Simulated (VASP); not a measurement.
Level of theory: PBE GGA, VASP's PBE PAW potentials (set 64) (plane waves; VASP).

The input files of a VASP run:

### POSCAR
```
SrCa
1
    4.4883640000     0.0000000000     0.0000000000
    0.0000000000     4.4883640000     0.0000000000
    0.0000000000     0.0000000000     4.4883640000
Ca Sr
1 1
Direct
  0.0042620000  -0.0124470000  -0.0028170000
  0.4957380000   0.5124470000   0.5028170000
```

**INCAR**
```
ALGO = Normal
EDIFF = 1E-6
ENCUT = 300
GGA = PE
ISIF = 2
ISMEAR = 0
LASPH = .True.
LCHARG = .False.
LMAXMIX = 4
LREAL = .False.
LWAVE = .False.
NELM = 100
PREC = Accurate
SIGMA = 0.1
SYSTEM = SrCa
```

KPOINTS:
```
Automatic mesh
0
Gamma
10 10 10
0 0 0
```

POTCAR, in this order: Ca_sv Sr_sv (PBE.64 set). Program: vasp_std.

What VASP printed:

**OUTCAR**
```
 ion  position               nearest neighbor table
   1  0.004  0.988  0.997-   2 3.79   2 3.82   2 3.83   2 3.86   2 3.92   2 3.95   2 3.96   2 3.99
  LATTYP: Found a simple cubic cell.
 ALAT       =     4.4883640000
 Subroutine PRICEL returns:
 Original cell was already a primitive cell.
 Subroutine GETGRP returns: Found  1 space group operations
The static configuration has the point symmetry C_1 .
The dynamic configuration has the point symmetry C_1 .
 Subroutine INISYM returns: Found  1 space group operations
 Subroutine IBZKPT returns following result:
 Found    504 irreducible k-points:

 Following reciprocal coordinates:
            Coordinates               Weight
  0.000000  0.000000  0.000000      1.000000
  0.100000  0.000000  0.000000      2.000000
  0.000000  0.100000  0.000000      2.000000
  0.000000  0.000000  0.100000      2.000000
  0.200000  0.000000  0.000000      2.000000
  0.000000  0.200000  0.000000      2.000000
  0.000000  0.000000  0.200000      2.000000
  0.300000  0.000000  0.000000      2.000000
  0.000000  0.300000  0.000000      2.000000
  0.000000  0.000000  0.300000      2.000000
  0.400000  0.000000  0.000000      2.000000
  0.000000  0.400000  0.000000      2.000000
  0.000000  0.000000  0.400000      2.000000
  0.500000  0.000000  0.000000      1.000000
  0.000000  0.500000  0.000000      1.000000
  0.000000  0.000000  0.500000      1.000000
  0.100000  0.100000  0.000000      2.000000
  0.000000  0.100000  0.100000      2.000000
  0.100000  0.000000  0.100000      2.000000
 -0.100000  0.100000  0.000000      2.000000
 -0.100000  0.000000  0.100000      2.000000
  0.000000 -0.100000  0.100000      2.000000
  0.200000  0.100000  0.000000      2.000000
  0.000000  0.200000  0.100000      2.000000
  0.100000  0.000000  0.200000      2.000000
 -0.100000  0.200000  0.000000      2.000000
 -0.200000  0.000000  0.100000      2.000000
  0.000000  0.100000  0.200000      2.000000
  0.000000 -0.200000  0.100000      2.000000
 -0.100000  0.000000  0.200000      2.000000
  0.200000  0.000000  0.100000      2.000000
  0.000000 -0.100000  0.200000      2.000000
  0.200000 -0.100000  0.000000      2.000000
  0.100000  0.200000  0.000000      2.000000
  0.300000  0.100000  0.000000      2.000000
  0.000000  0.300000  0.100000      2.000000
  0.100000  0.000000  0.300000      2.000000
 -0.100000  0.300000  0.000000      2.000000
 -0.300000  0.000000  0.100000      2.000000
  0.000000  0.100000  0.300000      2.000000
   k-points           NKPTS =    504   k-points in BZ     NKDIM =    504   number of bands    NBANDS=     14
   number of dos      NEDOS =    301   number of ions     NIONS =      2
   total plane-waves  NPLWV =  21952
   dimension x,y,z NGX =    28 NGY =   28 NGZ =   28
   dimension x,y,z NGXF=    56 NGYF=   56 NGZF=   56
   ions per type =               1   1
   PREC   = accura    normal or accurate (medium, high low for compatibility)
   ISTART =      0    job   : 0-new  1-cont  2-samecut
   ICHARG =      2    charge: 1-file 2-atom 10-const
   ISPIN  =      1    spin polarized calculation?
   LNONCOLLINEAR =      F non collinear calculations
   LSORBIT =      F    spin-orbit coupling
   INIWAV =      1    electr: 0-lowe 1-rand  2-diag
   ENCUT  =  300.0 eV  22.05 Ry    4.70 a.u.   6.34  6.34  6.34*2*pi/ulx,y,z
   NELM   =    100;   NELMIN=  2; NELMDL= -5     # of ELM steps
   EDIFF  = 0.1E-05   stopping-criterion for ELM
   LREAL  =      F    real-space projection
   NLSPLINE    = F    spline interpolate recip. space projectors
   LMAXMIX     =    4 max onsite mixed and CHGCAR
   VOSKOWN=      0    Vosko Wilk Nusair interpolation
...
```

**OSZICAR**
```
       N       E                     dE             d eps       ncg     rms          rms(c)
DAV:   1     0.979211866651E+02    0.97921E+02   -0.75910E+03 15302   0.847E+02
DAV:   2     0.249552010807E+01   -0.95426E+02   -0.94621E+02 17182   0.249E+02
DAV:   3    -0.339892070650E+01   -0.58944E+01   -0.58465E+01 27698   0.440E+01
DAV:   4    -0.350675420592E+01   -0.10783E+00   -0.10770E+00 17908   0.544E+00
DAV:   5    -0.350953916672E+01   -0.27850E-02   -0.27845E-02 22174   0.644E-01    0.127E+01
DAV:   6    -0.350021093879E+01    0.93282E-02   -0.30704E-02 18342   0.163E+00    0.734E+00
DAV:   7    -0.350140039482E+01   -0.11895E-02   -0.31008E-02 18540   0.178E+00    0.300E-01
DAV:   8    -0.350099526240E+01    0.40513E-03   -0.40019E-03 21196   0.499E-01    0.870E-02
DAV:   9    -0.350104338526E+01   -0.48123E-04   -0.21049E-04 18922   0.812E-02    0.356E-02
DAV:  10    -0.350105814182E+01   -0.14757E-04   -0.37885E-05 17616   0.531E-02    0.734E-03
DAV:  11    -0.350105865645E+01   -0.51462E-06   -0.30789E-06 15006   0.133E-02
   1 F= -.35010587E+01 E0= -.34943574E+01  d E =-.134025E-01
```

**OUTCAR**
```
------------------------ aborting loop because EDIFF is reached ----------------------------------------
  FORCE on cell =-STRESS in cart. coord.  units (eV):
  Direction    XX          YY          ZZ          XY          YZ          ZX
  --------------------------------------------------------------------------------------
  Total        0.4370720      0.3866042      0.4406857     -0.0147470      0.0097735     -0.0033080
  in kB        7.7446070      6.8503525      7.8086395     -0.2613068      0.1731803     -0.0586160
  external PRESSURE =       7.4678663 kB  Pullay stress =       0.0000000 kB
  volume of cell :       90.42
      direct lattice vectors                 reciprocal lattice vectors
     4.488364000  0.000000000  0.000000000     0.222798329  0.000000000  0.000000000
     0.000000000  4.488364000  0.000000000     0.000000000  0.222798329  0.000000000
     0.000000000  0.000000000  4.488364000     0.000000000  0.000000000  0.222798329
 POSITION                                       TOTAL-FORCE (eV/Angst)
 -----------------------------------------------------------------------------------
      0.01913      4.43250      4.47572        -0.081082      0.234181      0.053609
      2.22505      2.30005      2.25683         0.081082     -0.234181     -0.053609
 -----------------------------------------------------------------------------------
    total drift:                                0.000151      0.000739     -0.000146
  FREE ENERGIE OF THE ION-ELECTRON SYSTEM (eV)
  ---------------------------------------------------
  free  energy   TOTEN  =        -3.5010586564 eV

  energy  without entropy=       -3.4876561127  energy(sigma->0) =       -3.49435738
```
(Selected blocks of OUTCAR.)

At this cut-off the stress carries a Pulay error, which pulls relaxed volumes low.

The structure was generated: SrCa was put into an ordered model structure, which need not be its known phase. The cell was not relaxed at this level, atoms are displaced from their ideal sites.
